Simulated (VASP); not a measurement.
A run of VASP 6.6.1 is set up as follows.

File INCAR:

```
SYSTEM = Al15CoN16
  PREC = Accurate
  ENCUT = 450
  EDIFF = 1E-5
  ISMEAR = 0
  SIGMA = 0.03
  LREAL = Auto
  LASPH = .TRUE.
  NELM = 120
  ALGO = Normal
  ISIF = 2
  LWAVE = .FALSE.
  LCHARG = .FALSE.
  ISPIN = 2
  MAGMOM = 4 0 0 0 0 0 0 0 0 0 0 0 0 0 0 0 0 0 0 0 0 0 0 0 0 0 0 0 0 0 0 0
  LORBIT = 11
  NUPDOWN = 4
  LMAXMIX = 4
  LDAU = .TRUE.
  LDAUTYPE = 2
  LDAUL = 2 -1 -1
  LDAUU = 4 0 0
  LDAUJ = 0 0 0
  LDAUPRINT = 1
  GGA = PS
  KPAR = 4
```

File KPOINTS:

```
Automatic mesh
0
G
  3 3 2
  0 0 0
```

File POSCAR:

```
Al15CoN16
1.0
    6.2200008610      0.0000000000      0.0000000000
   -3.1100004305      5.3866787572      0.0000000000
    0.0000000000      0.0000000000      9.9600000000
Co Al N
1 15 16
Direct
    0.3333333333      0.1666666667      0.0000000000
    0.3333333333      0.1666666667      0.5000000000
    0.3333333333      0.6666666667      0.0000000000
    0.3333333333      0.6666666667      0.5000000000
    0.8333333333      0.1666666667      0.0000000000
    0.8333333333      0.1666666667      0.5000000000
    0.8333333333      0.6666666667      0.0000000000
    0.8333333333      0.6666666667      0.5000000000
    0.1666666667      0.3333333333      0.2500000000
    0.1666666667      0.3333333333      0.7500000000
    0.1666666667      0.8333333333      0.2500000000
    0.1666666667      0.8333333333      0.7500000000
    0.6666666667      0.3333333333      0.2500000000
    0.6666666667      0.3333333333      0.7500000000
    0.6666666667      0.8333333333      0.2500000000
    0.6666666667      0.8333333333      0.7500000000
    0.3333333333      0.1666666667      0.1910000000
    0.3333333333      0.1666666667      0.6910000000
    0.3333333333      0.6666666667      0.1910000000
    0.3333333333      0.6666666667      0.6910000000
    0.8333333333      0.1666666667      0.1910000000
    0.8333333333      0.1666666667      0.6910000000
    0.8333333333      0.6666666667      0.1910000000
    0.8333333333      0.6666666667      0.6910000000
    0.1666666667      0.3333333333      0.4410000000
    0.1666666667      0.3333333333      0.9410000000
    0.1666666667      0.8333333333      0.4410000000
    0.1666666667      0.8333333333      0.9410000000
    0.6666666667      0.3333333333      0.4410000000
    0.6666666667      0.3333333333      0.9410000000
    0.6666666667      0.8333333333      0.4410000000
    0.6666666667      0.8333333333      0.9410000000
```

Potentials or basis: VASP PAW PBE potentials, release 64 (Co, Al, N).

Launch:

```sh
$ cat potpaw_PBE.64/Co/POTCAR potpaw_PBE.64/Al/POTCAR potpaw_PBE.64/N/POTCAR > POTCAR
$ mpirun -np 4 vasp_std > vasp.out
```

(1) Estimate the largest force.

## Answers

(1) 0.739 eV/Å.

Caveat: the k mesh is coarse (spacing up to 0.39 Å⁻¹), so the values aren't converged; the PAW data sets were made with another functional, which shifts forces and pressure a little; the total moment is fixed, so each spin has its own Fermi level.
